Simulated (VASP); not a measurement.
Output of a VASP run:

**OUTCAR**
```
 ion  position               nearest neighbor table
   1  0.333  0.667  0.250-   2 2.67   2 2.67   2 2.67   2 2.67   2 2.67   2 2.67
   2  0.667  0.333  0.750-   1 2.67   1 2.67   1 2.67   1 2.67   1 2.67   1 2.67
  LATTYP: Found a hexagonal cell.
 ALAT       =     2.7299996949
 C/A-ratio  =     1.5824177593
 Subroutine PRICEL returns:
 Original cell was already a primitive cell.
 Subroutine GETGRP returns: Found 24 space group operations
The static configuration has the point symmetry D_3d.
 The point group associated with its full space group is D_6h.
The dynamic configuration has the point symmetry D_3d.
 Subroutine INISYM returns: Found 24 space group operations
 Subroutine IBZKPT returns following result:
 Found    120 irreducible k-points:

 Following reciprocal coordinates:
            Coordinates               Weight
  0.000000  0.000000  0.000000      1.000000
  0.071429  0.000000  0.000000      6.000000
  0.142857 -0.000000  0.000000      6.000000
  0.214286  0.000000  0.000000      6.000000
  0.285714  0.000000  0.000000      6.000000
  0.357143  0.000000  0.000000      6.000000
  0.428571  0.000000  0.000000      6.000000
  0.500000 -0.000000  0.000000      3.000000
  0.071429  0.071429  0.000000      6.000000
  0.142857  0.071429  0.000000     12.000000
  0.214286  0.071429  0.000000     12.000000
  0.285714  0.071429  0.000000     12.000000
  0.357143  0.071429  0.000000     12.000000
  0.428571  0.071429  0.000000     12.000000
  0.142857  0.142857  0.000000      6.000000
  0.214286  0.142857  0.000000     12.000000
  0.285714  0.142857  0.000000     12.000000
  0.357143  0.142857  0.000000     12.000000
  0.428571  0.142857  0.000000      6.000000
  0.214286  0.214286  0.000000      6.000000
  0.285714  0.214286  0.000000     12.000000
  0.357143  0.214286  0.000000     12.000000
  0.285714  0.285714  0.000000      6.000000
  0.357143  0.285714  0.000000      6.000000
  0.000000  0.000000  0.125000      2.000000
  0.071429  0.000000  0.125000     12.000000
  0.142857 -0.000000  0.125000     12.000000
  0.214286  0.000000  0.125000     12.000000
  0.285714  0.000000  0.125000     12.000000
  0.357143  0.000000  0.125000     12.000000
  0.428571  0.000000  0.125000     12.000000
  0.500000 -0.000000  0.125000      6.000000
  0.071429  0.071429  0.125000     12.000000
  0.142857  0.071429  0.125000     24.000000
  0.214286  0.071429  0.125000     24.000000
  0.285714  0.071429  0.125000     24.000000
  0.357143  0.071429  0.125000     24.000000
  0.428571  0.071429  0.125000     24.000000
  0.142857  0.142857  0.125000     12.000000
  0.214286  0.142857  0.125000     24.000000
   k-points           NKPTS =    120   k-points in BZ     NKDIM =    120   number of bands    NBANDS=     12
   number of dos      NEDOS =    301   number of ions     NIONS =      2
   total plane-waves  NPLWV =  12800
   dimension x,y,z NGX =    20 NGY =   20 NGZ =   32
   dimension x,y,z NGXF=    40 NGYF=   40 NGZF=   64
   ions per type =               2
   PREC   = accura    normal or accurate (medium, high low for compatibility)
   ISTART =      0    job   : 0-new  1-cont  2-samecut
   ICHARG =      2    charge: 1-file 2-atom 10-const
   ISPIN  =      1    spin polarized calculation?
   LNONCOLLINEAR =      F non collinear calculations
   LSORBIT =      F    spin-orbit coupling
   INIWAV =      1    electr: 0-lowe 1-rand  2-diag
   ENCUT  =  520.0 eV  38.22 Ry    6.18 a.u.   5.08  5.08  8.03*2*pi/ulx,y,z
   NELM   =    100;   NELMIN=  2; NELMDL= -5     # of ELM steps
   EDIFF  = 0.1E-05   stopping-criterion for ELM
   LREAL  =      F    real-space projection
   NLSPLINE    = F    spline interpolate recip. space projectors
   LMAXMIX     =    6 max onsite mixed and CHGCAR
   VOSKOWN=      0    Vosko Wilk Nusair interpolation
   EDIFFG = -.1E-01   stopping-criterion for IOM
   NSW    =     60    number of steps for IOM
...
```

File OSZICAR:
```
...
DAV:   8    -0.214558429619E+02   -0.37561E-06   -0.20111E-06  2592   0.120E-02
   3 F= -.21455843E+02 E0= -.21455375E+02  d E =-.329126E-01
       N       E                     dE             d eps       ncg     rms          rms(c)
DAV:   1    -0.214561499431E+02   -0.30736E-03   -0.49514E-03  2888   0.602E-01    0.165E-01
DAV:   2    -0.214559914070E+02    0.15854E-03   -0.19203E-04  2952   0.142E-01    0.697E-02
DAV:   3    -0.214559674771E+02    0.23930E-04   -0.99308E-05  3676   0.989E-02    0.703E-03
DAV:   4    -0.214559684470E+02   -0.96989E-06   -0.22542E-06  2124   0.119E-02
   4 F= -.21455968E+02 E0= -.21455502E+02  d E =-.330381E-01
       N       E                     dE             d eps       ncg     rms          rms(c)
DAV:   1    -0.214559797469E+02   -0.12270E-04   -0.57215E-04  2888   0.205E-01    0.564E-02
DAV:   2    -0.214559623476E+02    0.17399E-04   -0.22647E-05  2964   0.493E-02    0.237E-02
DAV:   3    -0.214559605419E+02    0.18057E-05   -0.11469E-05  3424   0.339E-02    0.252E-03
DAV:   4    -0.214559606693E+02   -0.12738E-06   -0.26729E-07  1452   0.404E-03
   5 F= -.21455961E+02 E0= -.21455496E+02  d E =-.330303E-01
       N       E                     dE             d eps       ncg     rms          rms(c)
DAV:   1    -0.214574230711E+02   -0.14625E-02   -0.12062E-01  2932   0.306E+00    0.184E-01
DAV:   2    -0.214563188356E+02    0.11042E-02   -0.12921E-03  3480   0.477E-01    0.926E-02
DAV:   3    -0.214559773955E+02    0.34144E-03   -0.62210E-04  3224   0.214E-01    0.178E-02
DAV:   4    -0.214559790254E+02   -0.16300E-05   -0.39933E-05  2960   0.837E-02    0.946E-03
DAV:   5    -0.214559785265E+02    0.49893E-06   -0.67240E-07  1648   0.904E-03
   6 F= -.21455979E+02 E0= -.21455502E+02  d E =-.178572E-04
       N       E                     dE             d eps       ncg     rms          rms(c)
DAV:   1    -0.214566166465E+02   -0.63762E-03   -0.28943E-02  2936   0.150E+00    0.907E-02
DAV:   2    -0.214563472118E+02    0.26943E-03   -0.31091E-04  3480   0.234E-01    0.454E-02
DAV:   3    -0.214562646970E+02    0.82515E-04   -0.14858E-04  3212   0.105E-01    0.876E-03
DAV:   4    -0.214562649954E+02   -0.29837E-06   -0.95778E-06  2916   0.409E-02
   7 F= -.21456265E+02 E0= -.21455799E+02  d E =-.304326E-03
       N       E                     dE             d eps       ncg     rms          rms(c)
DAV:   1    -0.214564680341E+02   -0.20334E-03   -0.76833E-03  2888   0.748E-01    0.205E-01
DAV:   2    -0.214562138131E+02    0.25422E-03   -0.29254E-04  2948   0.175E-01    0.867E-02
DAV:   3    -0.214561672234E+02    0.46590E-04   -0.15422E-04  3684   0.123E-01    0.883E-03
DAV:   4    -0.214561689849E+02   -0.17615E-05   -0.39248E-06  2872   0.153E-02    0.464E-03
DAV:   5    -0.214561691166E+02   -0.13173E-06   -0.31548E-07  1452   0.559E-03
   8 F= -.21456169E+02 E0= -.21455700E+02  d E =0.958788E-04
       N       E                     dE             d eps       ncg     rms          rms(c)
DAV:   1    -0.214564422113E+02   -0.27323E-03   -0.46989E-03  2884   0.585E-01    0.160E-01
DAV:   2    -0.214562943388E+02    0.14787E-03   -0.17967E-04  2956   0.137E-01    0.674E-02
DAV:   3    -0.214562721587E+02    0.22180E-04   -0.93005E-05  3668   0.958E-02    0.683E-03
DAV:   4    -0.214562730743E+02   -0.91566E-06   -0.21167E-06  2024   0.115E-02
   9 F= -.21456273E+02 E0= -.21455806E+02  d E =-.807891E-05
```

File OUTCAR:
```
------------------------ aborting loop because EDIFF is reached ----------------------------------------
  FORCE on cell =-STRESS in cart. coord.  units (eV):
  Direction    XX          YY          ZZ          XY          YZ          ZX
  --------------------------------------------------------------------------------------
  Total        0.0034695      0.0034695      0.0048840      0.0000000      0.0000000      0.0000000
  in kB        0.1934480      0.1934479      0.2723196      0.0000000      0.0000000      0.0000000
  external PRESSURE =       0.2197385 kB  Pullay stress =       0.0000000 kB
  volume of cell :       28.74
      direct lattice vectors                 reciprocal lattice vectors
     1.380785298 -2.391589926  0.000000000     0.362112778 -0.209065942  0.000000000
     1.380785298  2.391589926  0.000000000     0.362112778  0.209065942  0.000000000
    -0.000000000  0.000000000  4.350798057    -0.000000000 -0.000000000  0.229842890
 POSITION                                       TOTAL-FORCE (eV/Angst)
 -----------------------------------------------------------------------------------
      1.38079      0.79720      1.08770        -0.000000     -0.000000      0.000000
      1.38079     -0.79720      3.26310         0.000000      0.000000      0.000000
 -----------------------------------------------------------------------------------
    total drift:                                0.000000      0.000025     -0.000020
  FREE ENERGIE OF THE ION-ELECTRON SYSTEM (eV)
  ---------------------------------------------------
  free  energy   TOTEN  =       -21.4562730743 eV

  energy  without entropy=      -21.4548711770  energy(sigma->0) =      -21.45580578

 reached required accuracy - stopping structural energy minimisation
```
(Selected blocks of OUTCAR.)

File POSCAR:
```
Os
1
    1.3650000000    -2.3642490000     0.0000000000
    1.3650000000     2.3642490000     0.0000000000
    0.0000000000     0.0000000000     4.3200000000
Os
2
Direct
  0.3333330000   0.6666670000   0.2500000000
  0.6666670000   0.3333330000   0.7500000000
```

Q: Write an INCAR and KPOINTS that could have produced this output.

A: This is not unique; one that fits is the input of the run itself, revPBE GGA, plane waves, VASP's PBE PAW potentials (set 64).

INCAR:
```
SYSTEM = Os
PREC = Accurate; ENCUT = 520; LREAL = .FALSE.
LASPH = .TRUE.
EDIFF = 1E-6; NELM = 100; ALGO = Normal
LMAXMIX = 6
ISMEAR = 1; SIGMA = 0.1
GGA = RE
IBRION = 2; NSW = 60; ISIF = 3
EDIFFG = -0.01
LWAVE = .FALSE.; LCHARG = .FALSE.
```

KPOINTS:
```
Automatic mesh
0
Gamma
14 14 8
0 0 0
```

POTCAR, in this order: Os (PBE.64 set). Program: vasp_std.

Energy and stress use the plane-wave basis of the starting cell.

The compound is Os in the hcp structure. This run relaxes it. Symmetry was kept, so distortions that lower it aren't found.
